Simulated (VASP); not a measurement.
An input for Quantum ESPRESSO's pw.x (written as the equivalent of a VASP run, and not itself run):

```
&CONTROL
  calculation = 'vc-relax'
  pseudo_dir = './pseudo'
  outdir = './out'
  tprnfor = .true.
  tstress = .true.
  nstep = 60
  forc_conv_thr = 0.00078
/
&SYSTEM
  ibrav = 0
  nat = 3
  ntyp = 2
  ecutwfc = 82.3
  occupations = 'smearing'
  smearing = 'methfessel-paxton'
  degauss = 0.00735
  input_dft = 'pbe'
/
&ELECTRONS
  conv_thr = 7.3e-08
  electron_maxstep = 100
/
&IONS
/
&CELL
/
ATOMIC_SPECIES
  Te 127.600 Te.upf
  Au 196.967 Au.upf
CELL_PARAMETERS angstrom
     2.1455142    3.6362194    0.0270785
     2.1455142   -3.6362194   -0.0270785
     0.0000000   -0.0408884   -5.1636603
ATOMIC_POSITIONS crystal
  Te   0.3151401  0.6848599  0.7112078
  Te   0.6848599  0.3151401  0.2887922
  Au   0.0000000  0.0000000  0.0000000
K_POINTS automatic
  8 8 6 0 0 0
```

Problem. Translate this input to VASP (INCAR, KPOINTS, POSCAR, choice of POTCAR).

Solution. Several could match; the one computed here: 
File POSCAR:
```
Te2Au
1
    2.1455141850     3.6362193743     0.0270785305
    2.1455141850    -3.6362193743    -0.0270785305
    0.0000000000    -0.0408884282    -5.1636603070
Te Au
2 1
Direct
  0.3151401058   0.6848598942   0.7112078001
  0.6848598942   0.3151401058   0.2887921999
  0.0000000000   0.0000000000   0.0000000000
```

**INCAR**
```
EDIFF = 1E-6   ! SCF stop (eV)
ALGO = Normal   ! blocked Davidson
ISMEAR = 1   ! Methfessel-Paxton
GGA = PE
ENCUT = 400   ! plane-wave cut-off (eV)
NELM = 100   ! most electronic steps
PREC = Accurate
LMAXMIX = 6   ! l cut-off of mixed one-centre charges
IBRION = 2   ! conjugate gradients
LCHARG = .FALSE.
LWAVE = .FALSE.
EDIFFG = -0.02   ! ionic stop
LREAL = .FALSE.
NSW = 60   ! most ionic steps
SIGMA = 0.1
SYSTEM = Te2Au
ISIF = 3   ! ions, shape and volume
LASPH = .TRUE.
```

KPOINTS:
```
Automatic mesh
0
Gamma
8 8 6
0 0 0
```

POTCAR, in this order: Te Au (PBE.64 set). Program: vasp_std.

Limits of the translation: the potentials are each code's own (VASP's PAW set, PseudoDojo norm-conserving files in pw.x), so ENCUT and ecutwfc are chosen apart and not converted; conv_thr bounds pw.x's estimated SCF error, while EDIFF bounds the energy change between steps; forc_conv_thr acts on force components and is met together with etot_conv_thr.

The compound is Te2Au in the sg12 structure. This run relaxes it. Symmetry was kept, so distortions that lower it aren't found. The start is the result of an earlier pass.
